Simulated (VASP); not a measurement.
EuMo: relaxation of cell and atoms with PBE

Crystal: EuMo.

```
Eu Mo
1.0
     3.53145    0.00000    0.00000
     0.00000    3.53145    0.00000
     0.00000    0.00000    3.53145
Eu Mo
1 1
Direct
  0.50000 0.50000 0.50000
  0.00000 0.00000 0.00000
```

The cell was built by a generator and needn't be a form met in nature.

```
Program                : VASP 6.6.1
Task                   : relaxation of cell and atoms
Functional             : PBE
Potentials or basis    : VASP PAW PBE potentials, release 64 (Eu, Mo_sv)
Cutoff                 : 600 eV
k mesh                 : 8 × 8 × 8
Occupations            : methfessel-paxton, width 0.1 eV
Spin                   : collinear spin, ferromagnetic start
Starting moments       : [7.0, 1.0] μB
Further INCAR settings : ALGO = Normal; EDIFF = 1e-06; IBRION = 2; EDIFFG = -0.01; NSW = 40; ISIF = 3
```

```json
{"Relaxed volume": "22.25 Å³/atom", "Relaxed cell": "a = 3.544 Å, b = 3.544 Å, c = 3.544 Å, α = 90.00°, β = 90.00°, γ = 90.00°", "Space group after relaxing (to 0.05 Å)": "Pm-3m (No. 221)", "Energy gained by relaxing": "0.3 meV/atom", "Ionic steps": "4", "Pressure after relaxing": "-0.1 GPa", "Band gap on the k mesh": "none (metal or under the smearing width)", "Net moment": "5.07 μB per cell", "Site moments": "Eu +6.28; Mo -1.33 μB", "Valence electrons inside the program's atomic spheres": "Eu 14.84; Mo 12.36"}
```

The path:
| step | energy change (eV) | largest force (eV/Å) | pressure (GPa) | volume (Å³) |
| --- | --- | --- | --- | --- |
| 1 | 0.0000 | 0.0000 | 0.40 | 44.04 |
| 2 | -0.0006 | 0.0000 | 0.17 | 44.39 |
| 3 | -0.0004 | 0.0000 | -0.22 | 44.66 |
| 4 | -0.0006 | 0.0000 | -0.07 | 44.51 |

Final structure:
```
CELL_PARAMETERS angstrom
3.54390 0.00000 0.00000
0.00000 3.54390 0.00000
0.00000 0.00000 3.54390
ATOMIC_POSITIONS crystal
Eu 0.50000 0.50000 0.50000
Mo 0.00000 0.00000 0.00000
```

Levels at points of the mesh, in eV from the Fermi level:
Spin up:
| k point | band 15 | band 16 | band 17 | band 18 | band 19 | band 20 | band 21 | band 22 |
| --- | --- | --- | --- | --- | --- | --- | --- | --- |
| (0.00, 0.00, 0.00) | -0.53 | -0.53 | -0.53 | -0.51 | 0.90 | 0.90 | 0.90 | 3.94 |
| (0.50, 0.00, 0.00) | -0.68 | -0.42 | -0.42 | 0.21 | 0.85 | 1.20 | 1.20 | 1.90 |
| (0.50, 0.50, 0.00) | -0.57 | -0.53 | -0.53 | -0.43 | -0.41 | 2.31 | 2.66 | 3.06 |
| (0.50, 0.50, 0.50) | -0.43 | -0.18 | -0.18 | -0.18 | 0.02 | 0.02 | 0.02 | 2.39 |
Spin down:
| k point | band 10 | band 11 | band 12 | band 13 | band 14 | band 15 | band 16 | band 17 |
| --- | --- | --- | --- | --- | --- | --- | --- | --- |
| (0.00, 0.00, 0.00) | -2.77 | -2.77 | -0.03 | -0.03 | -0.03 | 3.92 | 3.92 | 3.92 |
| (0.50, 0.00, 0.00) | -1.52 | -1.27 | -0.23 | -0.23 | 0.26 | 1.64 | 2.21 | 3.58 |
| (0.50, 0.50, 0.00) | -2.59 | -1.29 | -1.29 | 1.54 | 2.15 | 2.77 | 2.77 | 3.96 |
| (0.50, 0.50, 0.50) | -0.70 | -0.70 | 0.04 | 0.04 | 0.04 | 1.61 | 1.61 | 3.20 |

Run time: 11 min on 1 thread of Intel(R) Xeon(R) Platinum 8375C CPU @ 2.90GHz (Ice Lake), on a shared host, peak memory 0.26 GiB.

Caveat: spin-orbit coupling is left out, which moves the levels of the heavy elements; without U or exact exchange the open f shell lies at the Fermi level, which spoils levels, moments and volumes. The state reached can hang on the start; a lower one may exist.
